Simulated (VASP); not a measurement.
```
ZnF2
1.0
    4.70000     0.00000     0.00000
    0.00000     4.70000     0.00000
    0.00000     0.00000     3.13000
Zn F
2 4
Cartesian
  0.00000   0.00000   0.00000
  2.35000   2.35000   1.56500
  1.42410   1.42410   0.00000
  3.77410   0.92590   1.56500
  0.92590   3.77410   1.56500
  3.27590   3.27590   0.00000
```

The numbers are results of PBE GGA, VASP's PBE PAW potentials (set 64) (plane waves; VASP), not measurements. Run with 400 eV cut-off, 5×5×7 Γ-centred mesh, Fermi-Dirac smearing of 0.010 eV, potentials Zn F.

**Question.** Give the energies of bands 15 to 28 at the high-symmetry points, in eV from the valence-band maximum.

**Answer.** 
```
band      Γ      X      M      Z      R      A
----  -----  -----  -----  -----  -----  -----
15    -2.94  -2.73  -2.94  -2.86  -3.00  -2.84
16    -2.94  -2.73  -2.94  -2.86  -3.00  -2.84
17    -2.90  -2.23  -2.69  -2.84  -2.85  -2.57
18    -2.48  -2.23  -2.69  -2.84  -2.85  -2.57
19    -2.10  -2.02  -2.26  -1.76  -2.36  -1.53
20    -1.62  -2.02  -2.26  -1.76  -2.36  -1.53
21    -1.59  -1.64  -1.56  -1.40  -1.84  -1.53
22    -1.59  -1.64  -1.56  -1.40  -1.84  -1.53
23    -1.23  -0.66  -1.29  -1.29  -1.35  -1.26
24    -0.36  -0.66  -1.29  -1.29  -1.35  -1.26
25    -0.36  -0.45  -0.38  -1.26  -0.06  -0.80
26     0.00  -0.45  -0.38  -1.26  -0.06  -0.80
27     3.51   6.13   7.07   8.29   8.82   8.12
28     9.40   6.13   7.07   8.29   8.82   8.12
```

The gap is direct, 3.51 eV, from the valence maximum at Γ to the conduction minimum at Γ.

The structure is a typed ZnF2 crystal (P4_2/mnm). The cell was not relaxed at this level.
